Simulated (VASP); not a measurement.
# Ca3ZrN3 (Pm-3m) in VASP: further runs

The runs below take Ca3ZrN3 through relaxation of cell and atoms, with PBE.

All numbers are computed with VASP 6.6.1; they aren't measurements. Logs are shortened: lines on timing, memory, paths and dates and some standing lists are left out, and cuts for length are marked.

## 1. Starting point

Symmetry: Pm-3m, No. 221, cubic system. The conventional cell has a = 4.805 Å, b = 4.805 Å, c = 4.805 Å, α = 90.00°, β = 90.00°, γ = 90.00°. Ca (site symmetry 4/mmm) is surrounded by 4 N at 2.40 Å. Zr (site symmetry m-3m) has 6 N at 2.40 Å as nearest neighbours. Around N (site symmetry 4/mmm) lie 4 Ca at 2.40 Å and 2 Zr at 2.40 Å.

The cell was built by a generator and needn't be a form met in nature.

## 2. Relaxation of cell and atoms, PBE

Contents of INCAR:

```
SYSTEM = Ca3ZrN3
PREC     = Accurate       ! precision mode
ENCUT    = 520            ! plane-wave cutoff, eV
EDIFF    = 1E-6           ! SCF threshold, eV
ISMEAR   = 0              ! smearing method
SIGMA    = 0.1            ! smearing width, eV
LREAL    = .False.        ! projectors in reciprocal space
LASPH    = .True.         ! aspherical terms in the spheres
NELM     = 120            ! most SCF steps
ALGO     = Normal         ! electronic algorithm
ISIF     = 3              ! what is computed and relaxed
LWAVE    = .False.        ! write WAVECAR
LCHARG   = .False.        ! write CHGCAR
GGA      = PE             ! functional
IBRION   = 2              ! ionic algorithm
NSW      = 90             ! ionic steps
EDIFFG   = -0.01          ! ionic threshold
KPAR     = 2
```

Contents of KPOINTS:

```
regular mesh
0
Gamma
  6 6 6
  0 0 0
```

Contents of POSCAR:

```
Ca3ZrN3
1.0
    4.8050000000      0.0000000000      0.0000000000
    0.0000000000      4.8050000000      0.0000000000
    0.0000000000      0.0000000000      4.8050000000
Ca Zr N
3 1 3
Direct
    0.0000000000      0.5000000000      0.5000000000
    0.5000000000      0.0000000000      0.5000000000
    0.5000000000      0.5000000000      0.0000000000
    0.0000000000      0.0000000000      0.0000000000
    0.5000000000      0.0000000000      0.0000000000
    0.0000000000      0.5000000000      0.0000000000
    0.0000000000      0.0000000000      0.5000000000
```

Potentials or basis: VASP PAW PBE potentials, release 64 (Ca_sv, Zr_sv, N).

Run with:

```sh
$ cat potpaw_PBE.64/Ca_sv/POTCAR potpaw_PBE.64/Zr_sv/POTCAR potpaw_PBE.64/N/POTCAR > POTCAR
$ mpirun -np 2 vasp_std > vasp.out
```

OUTCAR:

```text
SYSTEM = Ca3ZrN3
   PREC = Accurate
   ENCUT = 520
   EDIFF = 1E-6
   ISMEAR = 0
   LREAL = .False.
   LASPH = .True.
   NELM = 120
   ISIF = 3
   GGA = PE
   IBRION = 2
   NSW = 90
   EDIFFG = -0.01

 ion  position               nearest neighbor table
   1  0.000  0.500  0.500-   6 2.40   7 2.40   6 2.40   7 2.40   4 3.40   4 3.40   4 3.40   4 3.40

   2  0.500  0.000  0.500-   5 2.40   7 2.40   5 2.40   7 2.40   4 3.40   4 3.40   4 3.40   4 3.40

   3  0.500  0.500  0.000-   5 2.40   6 2.40   5 2.40   6 2.40   4 3.40   4 3.40   4 3.40   4 3.40

   4  0.000  0.000  0.000-   5 2.40   6 2.40   7 2.40   7 2.40   6 2.40   5 2.40   1 3.40   2 3.40
                             1 3.40   1 3.40   3 3.40   2 3.40   1 3.40   2 3.40   3 3.40   3 3.40
   5  0.500  0.000  0.000-   2 2.40   3 2.40   4 2.40   2 2.40   3 2.40   4 2.40
   6  0.000  0.500  0.000-   1 2.40   3 2.40   4 2.40   1 2.40   4 2.40   3 2.40
   7  0.000  0.000  0.500-   1 2.40   2 2.40   4 2.40   4 2.40   1 2.40   2 2.40

  LATTYP: Found a simple cubic cell.
 ALAT       =     4.8050000000

  Lattice vectors:

 A1 = (   4.8050000000,   0.0000000000,   0.0000000000)
 A2 = (   0.0000000000,   4.8050000000,   0.0000000000)
 A3 = (   0.0000000000,   0.0000000000,   4.8050000000)

Analysis of symmetry for initial positions (statically):
=====================================================================
 Subroutine PRICEL returns:
 Original cell was already a primitive cell.

 Routine SETGRP: Setting up the symmetry group for a
 simple cubic supercell.

 Subroutine GETGRP returns: Found 48 space group operations
 (whereof 48 operations were pure point group operations)
 out of a pool of 48 trial point group operations.

The static configuration has the point symmetry O_h .

Analysis of symmetry for dynamics (positions and initial velocities):
=====================================================================
 Subroutine PRICEL returns:
 Original cell was already a primitive cell.

 Routine SETGRP: Setting up the symmetry group for a
 simple cubic supercell.

 Subroutine GETGRP returns: Found 48 space group operations
 (whereof 48 operations were pure point group operations)
 out of a pool of 48 trial point group operations.

The dynamic configuration has the point symmetry O_h .

 Subroutine INISYM returns: Found 48 space group operations
 (whereof 48 operations are pure point group operations),
 and found     1 'primitive' translations

----------------------------------------------------------------------------------------

                                     Primitive cell

  volume of cell :     110.9380

  direct lattice vectors                    reciprocal lattice vectors
     4.805000000  0.000000000  0.000000000     0.208116545  0.000000000  0.000000000
     0.000000000  4.805000000  0.000000000     0.000000000  0.208116545  0.000000000
     0.000000000  0.000000000  4.805000000     0.000000000  0.000000000  0.208116545

  length of vectors
     4.805000000  4.805000000  4.805000000     0.208116545  0.208116545  0.208116545

  position of ions in fractional coordinates (direct lattice)
     0.000000000  0.500000000  0.500000000
     0.500000000  0.000000000  0.500000000
     0.500000000  0.500000000  0.000000000
     0.000000000  0.000000000  0.000000000
     0.500000000  0.000000000  0.000000000
     0.000000000  0.500000000  0.000000000
     0.000000000  0.000000000  0.500000000

  ion indices of the primitive-cell ions
   primitive index   ion index
                 1           1
                 2           2
                 3           3
                 4           4
                 5           5
                 6           6
                 7           7

----------------------------------------------------------------------------------------

 KPOINTS: regular mesh

Automatic generation of k-mesh.
 Grid dimensions read from file:
 generate k-points for:    6    6    6

 Generating k-lattice:

  Cartesian coordinates                     Fractional coordinates (reciprocal lattice)
     0.034686091  0.000000000  0.000000000     0.166666667  0.000000000  0.000000000
     0.000000000  0.034686091  0.000000000     0.000000000  0.166666667  0.000000000
     0.000000000  0.000000000  0.034686091     0.000000000  0.000000000  0.166666667

  Length of vectors
     0.034686091  0.034686091  0.034686091

  Shift w.r.t. Gamma in fractional coordinates (k-lattice)
     0.000000000  0.000000000  0.000000000

 Subroutine IBZKPT returns following result:
 ===========================================

 Found     20 irreducible k-points:

 Following reciprocal coordinates:
            Coordinates               Weight
  0.000000  0.000000  0.000000      1.000000
  0.166667  0.000000  0.000000      6.000000
  0.333333  0.000000  0.000000      6.000000
  0.500000  0.000000  0.000000      3.000000
  0.166667  0.166667  0.000000     12.000000
  0.333333  0.166667  0.000000     24.000000
[... 12 lines left out ...]
  0.500000  0.500000  0.333333      6.000000
  0.500000  0.500000  0.500000      1.000000
   k-points           NKPTS =     20   k-points in BZ     NKDIM =     20   number of bands    NBANDS=     34
   number of dos      NEDOS =    301   number of ions     NIONS =      7
   total plane-waves  NPLWV =  46656
   dimension x,y,z NGX =    36 NGY =   36 NGZ =   36
   dimension x,y,z NGXF=    72 NGYF=   72 NGZF=   72
   ions per type =               3   1   3
   NGX,Y,Z   is equivalent  to a cutoff of  12.46, 12.46, 12.46 a.u.
   NGXF,Y,Z  is equivalent  to a cutoff of  24.91, 24.91, 24.91 a.u.
 SYSTEM =  Ca3ZrN3
   PREC   = accura    normal or accurate (medium, high low for compatibility)
   ISTART =      0    job   : 0-new  1-cont  2-samecut
   ICHARG =      2    charge: 1-file 2-atom 10-const
   ISPIN  =      1    spin polarized calculation?
   LNONCOLLINEAR =      F non collinear calculations
   LSORBIT =      F    spin-orbit coupling
   LASPH  =      T    aspherical Exc in radial PAW
   ENCUT  =  520.0 eV  38.22 Ry    6.18 a.u.   8.93  8.93  8.93*2*pi/ulx,y,z
   NELM   =    120;   NELMIN=  2; NELMDL= -5     # of ELM steps
   EDIFF  = 0.1E-05   stopping-criterion for ELM
   LREAL  =      F    real-space projection
   EDIFFG = -.1E-01   stopping-criterion for IOM
   NSW    =     90    number of steps for IOM
   IBRION =      2    ionic relax: 0-MD 1-quasi-New 2-CG
   NFREE  =      1    steps in history (QN), initial steepest desc. (CG)
   ISIF   =      3    stress and relaxation
   ISYM   =      2    0-nonsym 1-usesym 2-fastsym
   POTIM  = 0.5000    time-step for ionic-motion
   TEBEG  =    0.0;   TEEND  =   0.0 temperature during run
   PSTRESS=    0.0 pullay stress
   NELECT =      57.0000    total number of electrons
   NUPDOWN=      -1.0000    fix difference up-down
   EMIN   =  10.00;   EMAX   =-10.00  energy-range for DOS
   EFERMI =   0.00;   METHOD = LEGACY
   ISMEAR =     0;   SIGMA  =   0.10  broadening in eV -4-tet -1-fermi 0-gaus
   EFERMI_NEDOS =   21; number of points for ismear=-14 and -15
   IALGO  =     38    algorithm
   IMIX   =      4    mixing-type and parameters
     AMIX     =   0.40;   BMIX     =  1.00
     AMIX_MAG =   1.60;   BMIX_MAG =  1.00
  volume/ion in A,a.u.               =      15.85       106.95
  Fermi-wavevector in a.u.,A,eV,Ry     =   1.311212  2.477832 23.392198  1.719278
  Thomas-Fermi vector in A             =   2.441689
   LORBIT       =      0    0 simple, 1 ext, 2 COOP (PROOUT), +10 PAW based schemes
   GGA     = PE    functional components
   LHFCALC =     F    Hartree Fock is set to
   AEXX    =    0.0000 exact exchange contribution
   IVDW    =     0    specifies the selected vdW correction
   LEPSILON=     F    determine dielectric tensor
   LRPA    =     F    only Hartree local field effects (RPA)
 conjugate gradient relaxation of ions
 non-spin polarized calculation
 Gauss-broadening in eV      SIGMA  =   0.10
  energy-cutoff  :      520.00
  volume of cell :      110.94
 maximum number of plane-waves:      3016
 NGX is ok and might be reduce to    36
   NGX = 17   NGY = 17   NGZ = 17

--------------------------------------- Ionic step        1  -------------------------------------------

 number of electron      56.9999977 magnetization

 Free energy of the ion-electron system (eV)
  ---------------------------------------------------
  ext. energy  EPLUGINS =         0.00000000
  ---------------------------------------------------
  free energy    TOTEN  =       -46.36193905 eV

  energy without entropy =      -46.35272080  energy(sigma->0) =      -46.35732993

------------------------ aborting loop because EDIFF is reached ----------------------------------------

  FORCE on cell =-STRESS in cart. coord.  units (eV):
  Direction    XX          YY          ZZ          XY          YZ          ZX
  --------------------------------------------------------------------------------------
  -------------------------------------------------------------------------------------
  Total       -0.2431018     -0.2431018     -0.2431018      0.0000000     -0.0000000     -0.0000000
  in kB       -3.5109014     -3.5109014     -3.5109014      0.0000000     -0.0000000     -0.0000000
  external PRESSURE =      -3.5109014 kB  Pullay stress =       0.0000000 kB
[... 67 lines left out ...]
  energy  without entropy=      -46.3529789695  energy(sigma->0) =      -46.35756125

--------------------------------------- Ionic step        3  -------------------------------------------

 number of electron      56.9999976 magnetization

 Free energy of the ion-electron system (eV)
  ---------------------------------------------------
  ext. energy  EPLUGINS =         0.00000000
  ---------------------------------------------------
  free energy    TOTEN  =       -46.36230336 eV

  energy without entropy =      -46.35311771  energy(sigma->0) =      -46.35771054

 E-fermi :   5.3938     XC(G=0): -10.5337

 val. band max:        5.3775444087   @ k =   0.0000   0.0000   0.0000
 cond. band min:       5.4057101151   @ k =   0.3333   0.3333   0.0000
 fundamental gap:      0.0281657064
 Fermi energy:         5.3938306981

 k-point     1 :       0.0000    0.0000    0.0000
  band No.  band energies     occupation
      1     -43.8470      2.00000
      2     -34.1637      2.00000
      3     -34.0650      2.00000
      4     -34.0650      2.00000
      5     -21.8400      2.00000
      6     -21.8400      2.00000
[... 763 lines left out ...]
  FREE ENERGIE OF THE ION-ELECTRON SYSTEM (eV)
  ---------------------------------------------------
  free  energy   TOTEN  =       -46.3623033642 eV

  energy  without entropy=      -46.3531177067  energy(sigma->0) =      -46.35771054

 reached required accuracy - stopping structural energy minimisation
```

It took 78 s on 2 MPI ranks of Intel Xeon Platinum 8488C (Sapphire Rapids), shared host; peak memory 0.24 GiB.

What came out:

```yaml
Free_energy: -46.3623 eV
Relaxed_volume: 15.80 Å³/atom
Relaxed_cell: a = 4.800 Å, b = 4.800 Å, c = 4.800 Å, α = 90.00°, β = 90.00°, γ = 90.00°
Space_group_after_relaxing_to_0.05_Å: Pm-3m (No. 221)
Energy_gained_by_relaxing: 0.1 meV/atom
Ionic_steps: 3
Pressure_after_relaxing: 0.0 GPa
Band_gap_on_the_k_mesh: none (metal or under the smearing width)
```

Step by step:
```csv
step,energy change (eV),largest force (eV/Å),pressure (GPa),volume (Å³)
1,0.0000,0.0000,-0.35,110.94
2,-0.0002,0.0000,0.23,110.38
3,-0.0004,0.0000,0.00,110.60
```

Final structure:
```yaml
crystal:
  lattice:
    - [4.80015, 0.00000, 0.00000]
    - [0.00000, 4.80015, 0.00000]
    - [0.00000, 0.00000, 4.80015]
  atoms:
    - { symbol: Ca, position: [0.00000, 0.50000, 0.50000] }
    - { symbol: Ca, position: [0.50000, 0.00000, 0.50000] }
    - { symbol: Ca, position: [0.50000, 0.50000, 0.00000] }
    - { symbol: Zr, position: [0.00000, 0.00000, 0.00000] }
    - { symbol: N, position: [0.50000, 0.00000, 0.00000] }
    - { symbol: N, position: [0.00000, 0.50000, 0.00000] }
    - { symbol: N, position: [0.00000, 0.00000, 0.50000] }
```

## 3. Relaxation of cell and atoms, PBE

This run uses another cell than the first one, of 15.80 Å³/atom, 0.997 times its volume.

INCAR, as its differences from that of step 2:

```diff
@@ -3,3 +3,3 @@
 ENCUT    = 520            ! plane-wave cutoff, eV
-EDIFF    = 1E-6           ! SCF threshold, eV
+EDIFF    = 1E-7           ! SCF threshold, eV
 ISMEAR   = 0              ! smearing method
@@ -15,4 +15,5 @@
 IBRION   = 2              ! ionic algorithm
-NSW      = 90             ! ionic steps
-EDIFFG   = -0.01          ! ionic threshold
+NSW      = 60             ! ionic steps
+EDIFFG   = -0.005         ! ionic threshold
+POTIM    = 0.3            ! step
 KPAR     = 2
```

KPOINTS is that of step 2.

Contents of POSCAR:

```
Ca3ZrN3                                 
1.0
    4.8001502298      0.0000000000     -0.0000000000
    0.0000000000      4.8001502298      0.0000000000
    0.0000000000     -0.0000000000      4.8001502298
  Ca              Zr              N             
     3     1     3
Direct
     0.0000000000000000    0.5000000000000000    0.5000000000000000
     0.5000000000000000    0.0000000000000000    0.5000000000000000
     0.5000000000000000    0.5000000000000000    0.0000000000000000
     0.0000000000000000    0.0000000000000000    0.0000000000000000
     0.5000000000000000    0.0000000000000000    0.0000000000000000
     0.0000000000000000    0.5000000000000000    0.0000000000000000
     0.0000000000000000    0.0000000000000000    0.5000000000000000
```

Potentials or basis: VASP PAW PBE potentials, release 64 (Ca_sv, Zr_sv, N).

Run with:

```sh
$ cat potpaw_PBE.64/Ca_sv/POTCAR potpaw_PBE.64/Zr_sv/POTCAR potpaw_PBE.64/N/POTCAR > POTCAR
$ mpirun -np 2 vasp_std > vasp.out
```

Run time: 43 s. Hardware: 2 MPI ranks of Intel Xeon Platinum 8488C (Sapphire Rapids), shared host; peak memory 0.23 GiB.

It converged, with:

```yaml
Free_energy: -46.3621 eV
Pressure_after_relaxing: 0.0 GPa
Band_gap_on_the_k_mesh: none (metal or under the smearing width)
```

Final structure:
```yaml
crystal:
  lattice:
    - [4.80015, 0.00000, 0.00000]
    - [0.00000, 4.80015, 0.00000]
    - [0.00000, 0.00000, 4.80015]
  atoms:
    - { symbol: Ca, position: [0.00000, 0.50000, 0.50000] }
    - { symbol: Ca, position: [0.50000, 0.00000, 0.50000] }
    - { symbol: Ca, position: [0.50000, 0.50000, 0.00000] }
    - { symbol: Zr, position: [0.00000, 0.00000, 0.00000] }
    - { symbol: N, position: [0.50000, 0.00000, 0.00000] }
    - { symbol: N, position: [0.00000, 0.50000, 0.00000] }
    - { symbol: N, position: [0.00000, 0.00000, 0.50000] }
```

Levels at points of the mesh, in eV from the Fermi level:
```
           k point  band 24  band 25  band 26  band 27  band 28  band 29  band 30  band 31  band 32  band 33
(0.00, 0.00, 0.00)    -0.83    -0.83    -0.83    -0.63    -0.63    -0.63    -0.02    -0.02    -0.02     3.21
(0.50, 0.00, 0.00)    -2.12    -1.96    -1.96    -0.89    -0.89    -0.27     0.41     2.35     2.52     2.52
(0.50, 0.50, 0.00)    -2.73    -2.11    -2.11    -2.05    -1.82     0.54     2.18     2.80     2.80     2.81
(0.50, 0.50, 0.50)    -3.32    -3.32    -1.98    -1.98    -1.98     1.15     2.47     2.47     2.47     3.68
```

Caveat: the relaxation stopped at its first step, so nothing moved.
